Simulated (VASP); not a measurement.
Consider the following.

```
CELL_PARAMETERS angstrom
      3.76065     0.00000     0.00000
      0.00000     3.76065     0.00000
      0.00000     0.00000     8.03536
ATOMIC_POSITIONS crystal
  Zr 0.50000 0.50000 0.73473
  Zr 0.00000 0.00000 0.26640
  As 0.50000 0.00000 0.00018
  As 0.00000 0.50000 0.00018
  As 0.50000 0.50000 0.37871
  Se 0.00000 0.00000 0.61981
```

The numbers are results of PBEsol GGA, VASP's PBE PAW potentials (set 64) (plane waves; VASP 6.6.1), not measurements. Run with 400 eV cut-off, Gaussian smearing of 0.050 eV, potentials Zr_sv As Se.

**Question.** Estimate the band gap (along the path) with the smallest direct gap where there is one.

**Answer.** 
* **band gap (along the path)**: none (metal, semimetal or under 0.01 eV)

Total energies compare only between runs with the same potentials, cut-off and functional.

The structure comes from a computed database's Zr2As3Se entry (P4mm); how it stands against other phases isn't given here. It was relaxed first. The electron count is odd and the run is not spin-polarised, which forces a metal.
